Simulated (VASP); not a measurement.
# RPA total energies of CaO (Lime), part 5 of 6

Aim: total energies of CaO (Lime) from exact exchange and RPA correlation, beside cheaper functionals. The scan starts from a database cell scaled to its smallest volume. The cell is of the rock-salt type. The start is a cell from a database of measured crystal structures.

VASP 6.6.1, plane waves and PAW; the level of theory is named at each step.

So far. Step 23 (Orbitals, volume ratio 1.03): The run ends at a pressure of -2.22 GPa. Step 24 (Exact exchange, volume ratio 1.03): The Hartree-Fock energy on these orbitals is -16.0850 eV an atom.

## (25) Empty bands, volume ratio 1.03

This step: PBE; plane waves and PAW (Ca_sv_GW, O_GW) (VASP 6.6.1).

The empty bands are made again, for the run that follows.

INCAR

```
SYSTEM = CaO
PREC = Accurate
ENCUT = 560
ISMEAR = 0
SIGMA = 0.05
LREAL = .FALSE.
GGA = PE
NBANDS = 872
ALGO = Exact
NELM = 1
LWAVE = .TRUE.
LCHARG = .FALSE.
LOPTICS = .TRUE.
NEDOS = 1000
CSHIFT = 0.1
```

POSCAR

```
CaO
1.0
    0.0000000000      2.4303282823      2.4303282823
    2.4303282823      0.0000000000      2.4303282823
    2.4303282823      2.4303282823      0.0000000000
Ca O
1 1
Direct
    0.0000000000      0.0000000000      0.0000000000
    0.5000000000      0.5000000000      0.5000000000
```

KPOINTS

```
Automatic mesh
0
Gamma
4 4 4
0 0 0
```

Potentials, in the order of the species: Ca_sv_GW and O_GW (PBE family, release 64).

On the command line:

```sh
$ mpirun -np 8 vasp_std
```

The program printed:

```text
[banner, memory and clock lines left out]
running    8 mpi-ranks, on    1 nodes
[...]
[... a notice as in an earlier step ...]

 LDA part: xc-table for (Slater+PW92), standard interpolation
 found WAVECAR, reading the header
  number of bands has changed, file:    14 present:   872
  trying to continue reading WAVECAR, but it might fail
 POSCAR, INCAR and KPOINTS ok, starting setup
[...]
reading WAVECAR
 random initialization beyond band           14
 the WAVECAR file was read successfully
 initial charge from wavefunction
 entering main loop
       N       E                     dE             d eps       ncg     rms          rms(c)
DIA:   1    -0.177780E+02   -0.17778E+02    0.00000E+00     0   0.000E+00
   1 F= -.17777989E+02 E0= -.17777989E+02  d E =-.336135E-19
 writing wavefunctions
 optical routines
 imaginary and real dielectric function
 recalculating local potential from charge density
 direction            1
 direction            2
 direction            3
```

It took 8.8 s on 8 MPI ranks of Intel Xeon Platinum 8488C (Sapphire Rapids), shared host; peak memory 1.2 GiB; 38 s of CPU time.

OUTCAR, selected parts (step 25):

```text
  Total       -0.4001685     -0.4001685     -0.4001685      0.0000000     -0.0000000      0.0000000
  in kB      -22.3320533    -22.3320533    -22.3320533      0.0000000     -0.0000000      0.0000000
  external PRESSURE =     -22.3320533 kB  Pullay stress =       0.0000000 kB

 POSITION                                       TOTAL-FORCE (eV/Angst)
 -----------------------------------------------------------------------------------
      0.00000      0.00000      0.00000         0.000000     -0.000000     -0.000000
      2.43033      2.43033      2.43033        -0.000000      0.000000      0.000000
 -----------------------------------------------------------------------------------
    total drift:                                0.000000      0.000000      0.000000

  FREE ENERGIE OF THE ION-ELECTRON SYSTEM (eV)
  ---------------------------------------------------
  free  energy   TOTEN  =       -17.7779888141 eV

  energy  without entropy=      -17.7779888141  energy(sigma->0) =      -17.77798881

[... 1 part as in an earlier step ...]

[... 2 further parts left out ...]
[key lines of the parts left out:]
E-fermi :   4.6695
```

WAVECAR now holds 872 bands for 16 electrons.

## (26) RPA correlation, volume ratio 1.03

This step: RPA correlation on PBE orbitals; plane waves and PAW (Ca_sv_GW, O_GW) (VASP 6.6.1).

RPA correlation at this point.

INCAR

```
SYSTEM = CaO
PREC = Accurate
ENCUT = 560
ISMEAR = 0
SIGMA = 0.05
LREAL = .FALSE.
GGA = PE
NBANDS = 872
ALGO = ACFDT
ENCUTGW = 200
NOMEGA = 12
PRECFOCK = Fast
LWAVE = .FALSE.
LCHARG = .FALSE.
```

POSCAR is that of step 25.

KPOINTS is that of step 25.

On the command line:

```sh
$ mpirun -np 8 vasp_std
```

The program printed:

```text
[banner, memory and clock lines left out]
running    8 mpi-ranks, on    1 nodes
[...]
[... a notice as in an earlier step ...]

 LDA part: xc-table for (Slater+PW92), standard interpolation
 found WAVECAR, reading the header
 POSCAR, INCAR and KPOINTS ok, starting setup
[...]
reading WAVECAR
 the WAVECAR file was read successfully
 initial charge from wavefunction
 available memory per node:     64.33 GB, setting MAXMEM to     65876

 The Fermi energy was updated, please check that it is located mid-gap
 values below the HOMO (VB) or above the LUMO (CB) will cause erroneous energies
 E-fermi :   6.1899

 the WAVEDER file was read successfully
 set NWRITE>2 for more details about minimax calculation
 number of imaginary grid points requested:      12
 number of distinct grids requested:  1
 quadrature errors minimized for energies in [ 0.366E+01, 0.588E+03 ]
 bosonic grid (T=0, re) determined with error: 0.7882E-08
 bosonic grid (re): 0.7882E-08
[...]
NQ=   2    0.2500    0.0000    0.0000,
|.........|.........|.........|.........
 performed      10612000 updates of chi_q(r,r)
 total number of BLAS operations       2587.73 Gflops
NQ=   3    0.5000    0.0000    0.0000,
|.........|.........|.........|.........
 performed      15918000 updates of chi_q(r,r)
 total number of BLAS operations       3963.07 Gflops
NQ=   4    0.2500    0.2500    0.0000,
|.........|.........|.........|.........
 performed      21224000 updates of chi_q(r,r)
 total number of BLAS operations       5308.02 Gflops
NQ=   5    0.5000    0.2500    0.0000,
|.........|.........|.........|.........
 performed      26530000 updates of chi_q(r,r)
 total number of BLAS operations       6776.58 Gflops
NQ=   6   -0.2500    0.2500    0.0000,
|.........|.........|.........|.........
 performed      31836000 updates of chi_q(r,r)
 total number of BLAS operations       8151.93 Gflops
NQ=   7    0.5000    0.5000    0.0000,
|.........|.........|.........|.........
 performed      37142000 updates of chi_q(r,r)
 total number of BLAS operations       9684.33 Gflops
NQ=   8   -0.2500    0.5000    0.2500,
|.........|.........|.........|.........
 performed      42448000 updates of chi_q(r,r)
 total number of BLAS operations      11382.29 Gflops
 entering main loop
```

Wall time 69 s (8 MPI ranks); peak memory 2 GiB; 8.6 min of CPU time.

OUTCAR, selected parts (step 26):

```text
      cutoff energy     smooth cutoff   RPA   correlation   Hartree contr. to MP2
---------------------------------------------------------------------------------
            200.000           160.000      -20.0600374239      -31.4150125851
            190.476           152.381      -19.7532299130      -31.0204081643
            181.406           145.125      -19.4346000457      -30.6040673376
            172.768           138.214      -19.1076040676      -30.1694047251
            164.541           131.632      -18.7683071723      -29.7106080407
            156.705           125.364      -18.4166419721      -29.2271430121
            149.243           119.394      -18.0575698162      -28.7250956213
            142.136           113.709      -17.6914046116      -28.2047478235
  linear regression

[... 2 parts as in an earlier step ...]

[... 2 further parts left out ...]
[key lines of the parts left out:]
E-fermi :   6.1899
```

The correlation energy is -11.776 eV an atom, +6 meV against the point before. With exact exchange the total is -27.8608 eV an atom.

## (27) Comparison: r2SCAN, volume ratio 1.03

This step: r2SCAN; plane waves and PAW (Ca_sv_GW, O_GW) (VASP 6.6.1).

The comparison at this point.

INCAR

```
SYSTEM = CaO
PREC = Accurate
ENCUT = 560
EDIFF = 1E-06
NELM = 100
ISMEAR = 0
SIGMA = 0.05
LREAL = .FALSE.
ALGO = Normal
METAGGA = R2SCAN
LASPH = .TRUE.
NBANDS = 14
LWAVE = .FALSE.
LCHARG = .FALSE.
KPAR = 8
```

POSCAR is that of step 26.

KPOINTS is that of step 26.

On the command line:

```sh
$ mpirun -np 8 vasp_std
```

The program printed:

```text
[... set-up lines as in an earlier step ...]
 entering main loop
       N       E                     dE             d eps       ncg     rms          rms(c)
DAV:   1     0.212788E+03    0.21279E+03   -0.78835E+03   224   0.129E+03
DAV:   2    -0.172705E+02   -0.23006E+03   -0.20545E+03   286   0.497E+02
DAV:   3    -0.348551E+02   -0.17585E+02   -0.17117E+02   384   0.151E+02
DAV:   4    -0.352253E+02   -0.37016E+00   -0.36927E+00   320   0.228E+01
[...]
DAV:  13    -0.244435E+02   -0.22827E-04   -0.17368E-04   354   0.175E-01    0.556E-02
DAV:  14    -0.244435E+02    0.16707E-04   -0.51040E-05   366   0.105E-01    0.425E-02
DAV:  15    -0.244435E+02    0.19176E-06   -0.25164E-06   216   0.159E-02
   1 F= -.24443517E+02 E0= -.24443517E+02  d E =-.669598E-23
```

Run time: 13 s. Hardware: 8 MPI ranks; peak memory 1.2 GiB.

OUTCAR, selected parts (step 27):

```text
  Total       -0.8480138     -0.8480138     -0.8480138     -0.0000000     -0.0000000      0.0000000
  in kB      -47.3247885    -47.3247885    -47.3247885     -0.0000000     -0.0000000      0.0000000
  external PRESSURE =     -47.3247885 kB  Pullay stress =       0.0000000 kB

 POSITION                                       TOTAL-FORCE (eV/Angst)
 -----------------------------------------------------------------------------------
      0.00000      0.00000      0.00000         0.000000     -0.000000     -0.000000
      2.43033      2.43033      2.43033         0.000000      0.000000      0.000000
 -----------------------------------------------------------------------------------
    total drift:                                0.000000      0.000000      0.000000

  FREE ENERGIE OF THE ION-ELECTRON SYSTEM (eV)
  ---------------------------------------------------
  free  energy   TOTEN  =       -24.4435170843 eV

  energy  without entropy=      -24.4435170843  energy(sigma->0) =      -24.44351708

[... 2 parts as in an earlier step ...]

[... 1 further part left out ...]
[key lines of the parts left out:]
E-fermi :   4.3552
```

Its energy is -12.2218 eV an atom, on a zero of its own.

## (28) Orbitals for comparison: HSE06, volume ratio 1.03

This step: PBE; plane waves and PAW (Ca_sv_GW, O_GW) (VASP 6.6.1).

Starting orbitals, as before.

INCAR

```
SYSTEM = CaO
PREC = Accurate
ENCUT = 560
EDIFF = 1E-05
NELM = 100
ISMEAR = 0
SIGMA = 0.05
LREAL = .FALSE.
ALGO = Normal
GGA = PE
NBANDS = 14
LORBIT = 11
LWAVE = .TRUE.
LCHARG = .FALSE.
KPAR = 8
```

POSCAR is that of step 27.

KPOINTS is that of step 27.

On the command line:

```sh
$ mpirun -np 8 vasp_std
```

The program printed:

```text
[... set-up lines as in an earlier step ...]
 entering main loop
       N       E                     dE             d eps       ncg     rms          rms(c)
[... 11 cycles as in an earlier step ...]
DAV:  12    -0.177780E+02   -0.14067E-04   -0.52905E-05   272   0.912E-02    0.284E-02
DAV:  13    -0.177780E+02    0.58859E-06   -0.35313E-06   136   0.431E-02
   1 F= -.17777988E+02 E0= -.17777988E+02  d E =-.766992E-15
 writing wavefunctions
```

The job ended after 6 s (8 MPI ranks; peak memory 1.2 GiB; 13 s of CPU time).

OUTCAR, selected parts (step 28):

```text
  Total       -0.3947625     -0.3947625     -0.3947625      0.0000000     -0.0000000      0.0000000
  in kB      -22.0303651    -22.0303651    -22.0303651      0.0000000     -0.0000000      0.0000000
  external PRESSURE =     -22.0303651 kB  Pullay stress =       0.0000000 kB

 POSITION                                       TOTAL-FORCE (eV/Angst)
 -----------------------------------------------------------------------------------
      0.00000      0.00000      0.00000         0.000000      0.000000     -0.000000
      2.43033      2.43033      2.43033         0.000000      0.000000      0.000000
 -----------------------------------------------------------------------------------
    total drift:                                0.000000      0.000000      0.000000

  FREE ENERGIE OF THE ION-ELECTRON SYSTEM (eV)
  ---------------------------------------------------
  free  energy   TOTEN  =       -17.7779883848 eV

  energy  without entropy=      -17.7779883848  energy(sigma->0) =      -17.77798838

[... 2 parts as in an earlier step ...]

[... 1 further part left out ...]
[key lines of the parts left out:]
E-fermi :   4.6257
```

The run ends at a pressure of -2.20 GPa.

## (29) Comparison: HSE06, volume ratio 1.03

This step: HSE06; plane waves and PAW (Ca_sv_GW, O_GW) (VASP 6.6.1).

The comparison at this point.

INCAR

```
SYSTEM = CaO
PREC = Accurate
ENCUT = 560
EDIFF = 1E-06
NELM = 100
ISMEAR = 0
SIGMA = 0.05
LREAL = .FALSE.
ALGO = Normal
LHFCALC = .TRUE.
AEXX = 0.25
GGA = PE
HFSCREEN = 0.2
LASPH = .TRUE.
NBANDS = 14
PRECFOCK = Fast
LWAVE = .FALSE.
LCHARG = .FALSE.
KPAR = 8
```

POSCAR is that of step 28.

KPOINTS is that of step 28.

The run starts from files that an earlier step left in the folder.

On the command line:

```sh
$ mpirun -np 8 vasp_std
```

The program printed:

```text
[... set-up lines as in an earlier step ...]
 entering main loop
       N       E                     dE             d eps       ncg     rms          rms(c)
DAV:   1    -0.208278E+02   -0.20828E+02   -0.26920E-01   320   0.119E+01    0.112E+00
DAV:   2    -0.208217E+02    0.60661E-02   -0.33716E-02   348   0.255E+00    0.567E-01
DAV:   3    -0.208211E+02    0.58749E-03   -0.42611E-03   330   0.737E-01    0.386E-01
DAV:   4    -0.208205E+02    0.65181E-03   -0.80268E-04   284   0.484E-01    0.219E-01
DAV:   5    -0.208203E+02    0.13322E-03   -0.35846E-04   366   0.265E-01    0.130E-01
DAV:   6    -0.208203E+02    0.47269E-04   -0.18177E-05   358   0.752E-02    0.718E-02
DAV:   7    -0.208203E+02    0.12749E-04   -0.88463E-06   366   0.383E-02    0.391E-02
DAV:   8    -0.208203E+02    0.29249E-05   -0.28227E-06   278   0.304E-02    0.224E-02
DAV:   9    -0.208203E+02    0.71188E-06   -0.96228E-07   130   0.188E-02
   1 F= -.20820279E+02 E0= -.20820279E+02  d E =-.164940E-13
```

The job ended after 17 s (8 MPI ranks; peak memory 1.9 GiB).

OUTCAR, selected parts (step 29):

```text
 POSITION                                       TOTAL-FORCE (eV/Angst)
 -----------------------------------------------------------------------------------
      0.00000      0.00000      0.00000         0.000000      0.000000      0.000000
      2.43033      2.43033      2.43033         0.000000      0.000000      0.000000
 -----------------------------------------------------------------------------------
    total drift:                                0.000000     -0.000003     -0.000003

  FREE ENERGIE OF THE ION-ELECTRON SYSTEM (eV)
  ---------------------------------------------------
  free  energy   TOTEN  =       -20.8202787056 eV

  energy  without entropy=      -20.8202787056  energy(sigma->0) =      -20.82027871

[... 2 parts as in an earlier step ...]

[... 1 further part left out ...]
[key lines of the parts left out:]
E-fermi :   3.5335
```

Its energy is -10.4101 eV an atom, on a zero of its own.

## (30) Orbitals, volume ratio 1.06

This step: PBE; plane waves and PAW (Ca_sv_GW, O_GW) (VASP 6.6.1).

The same chain follows at a volume ratio of 1.06.

INCAR

```
SYSTEM = CaO
PREC = Accurate
ENCUT = 560
EDIFF = 1E-08
NELM = 100
ISMEAR = 0
SIGMA = 0.05
LREAL = .FALSE.
ALGO = Normal
GGA = PE
NBANDS = 14
LORBIT = 11
LWAVE = .TRUE.
LCHARG = .FALSE.
KPAR = 8
```

POSCAR

```
CaO
1.0
    0.0000000000      2.4536982572      2.4536982572
    2.4536982572      0.0000000000      2.4536982572
    2.4536982572      2.4536982572      0.0000000000
Ca O
1 1
Direct
    0.0000000000      0.0000000000      0.0000000000
    0.5000000000      0.5000000000      0.5000000000
```

KPOINTS is that of step 29.

On the command line:

```sh
$ mpirun -np 8 vasp_std
```

The program printed:

```text
[... set-up lines as in an earlier step ...]
 entering main loop
       N       E                     dE             d eps       ncg     rms          rms(c)
DAV:   1     0.203181E+03    0.20318E+03   -0.76354E+03   224   0.123E+03
DAV:   2    -0.278379E+01   -0.20597E+03   -0.18067E+03   264   0.470E+02
DAV:   3    -0.214734E+02   -0.18690E+02   -0.18084E+02   376   0.154E+02
DAV:   4    -0.219008E+02   -0.42736E+00   -0.42683E+00   292   0.233E+01
[...]
DAV:  14    -0.177602E+02   -0.22167E-07   -0.35425E-07   282   0.982E-03    0.142E-03
DAV:  15    -0.177602E+02   -0.17651E-06   -0.62072E-08   358   0.396E-03    0.210E-03
DAV:  16    -0.177602E+02    0.26832E-08   -0.32210E-09   118   0.848E-04
   1 F= -.17760221E+02 E0= -.17760221E+02  d E =-.345509E-21
 writing wavefunctions
```

Wall time 5.8 s (8 MPI ranks); peak memory 1.2 GiB.

Parts of OUTCAR (step 30):

```text
  Total       -0.8896469     -0.8896469     -0.8896469     -0.0000000     -0.0000000      0.0000000
  in kB      -48.2430549    -48.2430549    -48.2430549     -0.0000000     -0.0000000      0.0000000
  external PRESSURE =     -48.2430549 kB  Pullay stress =       0.0000000 kB

 POSITION                                       TOTAL-FORCE (eV/Angst)
 -----------------------------------------------------------------------------------
      0.00000      0.00000      0.00000         0.000000      0.000000      0.000000
      2.45370      2.45370      2.45370        -0.000000     -0.000000     -0.000000
 -----------------------------------------------------------------------------------
    total drift:                                0.000000      0.000000      0.000000

  FREE ENERGIE OF THE ION-ELECTRON SYSTEM (eV)
  ---------------------------------------------------
  free  energy   TOTEN  =       -17.7602206108 eV

  energy  without entropy=      -17.7602206108  energy(sigma->0) =      -17.76022061

[... 1 part as in an earlier step ...]

[... 2 further parts left out ...]
[key lines of the parts left out:]
E-fermi :   4.4708
```

The run ends at a pressure of -4.82 GPa.

## (31) Exact exchange, volume ratio 1.06

This step: Hartree-Fock energy on PBE orbitals; plane waves and PAW (Ca_sv_GW, O_GW) (VASP 6.6.1).

Exact exchange at this point.

INCAR

```
SYSTEM = CaO
PREC = Accurate
ENCUT = 560
ISMEAR = 0
SIGMA = 0.05
LREAL = .FALSE.
GGA = PE
NBANDS = 14
ALGO = Eigenval
NELM = 1
LHFCALC = .TRUE.
AEXX = 1
ALDAC = 0
AGGAC = 0
PRECFOCK = Normal
LWAVE = .FALSE.
LCHARG = .FALSE.
```

POSCAR is that of step 30.

KPOINTS is that of step 30.

The WAVECAR or CHGCAR of an earlier step is read.

On the command line:

```sh
$ mpirun -np 8 vasp_std
```

The program printed:

```text
[... set-up lines as in an earlier step ...]
 entering main loop
       N       E                     dE             d eps       ncg     rms          rms(c)
EIG:   1    -0.321565E+02   -0.32156E+02    0.00000E+00     0   0.000E+00
   1 F= -.32156482E+02 E0= -.32156482E+02  d E =-.424179E-14
```

Run time: 11 s. Hardware: 8 MPI ranks; peak memory 0.91 GiB; 54 s of CPU time.

OUTCAR, selected parts (step 31):

```text
 POSITION                                       TOTAL-FORCE (eV/Angst)
 -----------------------------------------------------------------------------------
      0.00000      0.00000      0.00000        -0.000000     -0.000000     -0.000000
      2.45370      2.45370      2.45370         0.000000      0.000000      0.000000
 -----------------------------------------------------------------------------------
    total drift:                                0.000000      0.000000      0.000000

  FREE ENERGIE OF THE ION-ELECTRON SYSTEM (eV)
  ---------------------------------------------------
  free  energy   TOTEN  =       -32.1564815602 eV

  energy  without entropy=      -32.1564815602  energy(sigma->0) =      -32.15648156

[... 2 parts as in an earlier step ...]

[... 1 further part left out ...]
[key lines of the parts left out:]
E-fermi :   4.4009
```

The Hartree-Fock energy on these orbitals is -16.0782 eV an atom.

## (32) Empty bands, volume ratio 1.06

This step: PBE; plane waves and PAW (Ca_sv_GW, O_GW) (VASP 6.6.1).

The empty bands are made again, for the run that follows.

INCAR

```
SYSTEM = CaO
PREC = Accurate
ENCUT = 560
ISMEAR = 0
SIGMA = 0.05
LREAL = .FALSE.
GGA = PE
NBANDS = 896
ALGO = Exact
NELM = 1
LWAVE = .TRUE.
LCHARG = .FALSE.
LOPTICS = .TRUE.
NEDOS = 1000
CSHIFT = 0.1
```

POSCAR is that of step 31.

KPOINTS is that of step 31.

On the command line:

```sh
$ mpirun -np 8 vasp_std
```

The program printed:

```text
[banner, memory and clock lines left out]
running    8 mpi-ranks, on    1 nodes
[...]
[... a notice as in an earlier step ...]

 LDA part: xc-table for (Slater+PW92), standard interpolation
 found WAVECAR, reading the header
  number of bands has changed, file:    14 present:   896
  trying to continue reading WAVECAR, but it might fail
 POSCAR, INCAR and KPOINTS ok, starting setup
[...]
reading WAVECAR
 random initialization beyond band           14
 the WAVECAR file was read successfully
 initial charge from wavefunction
 entering main loop
       N       E                     dE             d eps       ncg     rms          rms(c)
DIA:   1    -0.177602E+02   -0.17760E+02    0.00000E+00     0   0.000E+00
   1 F= -.17760221E+02 E0= -.17760221E+02  d E =-.164865E-22
 writing wavefunctions
 optical routines
 imaginary and real dielectric function
 recalculating local potential from charge density
 direction            1
 direction            2
 direction            3
```

The job ended after 10 s (8 MPI ranks; peak memory 1.1 GiB).

From OUTCAR (step 32):

```text
  Total       -0.8909734     -0.8909734     -0.8909734      0.0000000     -0.0000000     -0.0000000
  in kB      -48.3149868    -48.3149868    -48.3149868      0.0000000     -0.0000000     -0.0000000
  external PRESSURE =     -48.3149868 kB  Pullay stress =       0.0000000 kB

  FREE ENERGIE OF THE ION-ELECTRON SYSTEM (eV)
  ---------------------------------------------------
  free  energy   TOTEN  =       -17.7602206005 eV

  energy  without entropy=      -17.7602206005  energy(sigma->0) =      -17.76022060

[... 2 parts as in an earlier step ...]

[... 2 further parts left out ...]
[key lines of the parts left out:]
E-fermi :   4.4823
```

WAVECAR now holds 896 bands for 16 electrons.

(Continued in part 6 of 6.)

[Long decimals in the printed logs are rounded to 6 places.]

[Lines on the potential files, build, host, timing and source positions are cut from VASP's logs without a mark.]

[Logs are printed without paths, hosts, clocks, repeated set-up lines and the standing remarks that a program may print on its own settings, such as how far it seeks lower states.]

[Hosts, paths, dates, database ids (printed as entryN), source tags and the programs' standing remarks are cut or masked in the printed files.]

[Measured values are set beside computed ones only where the two were judged alike; some that the calculation misses by far are left out.]

[Pressures printed for these runs are not shown converged in the cutoff: they can be off by several GPa and have the wrong sign.]
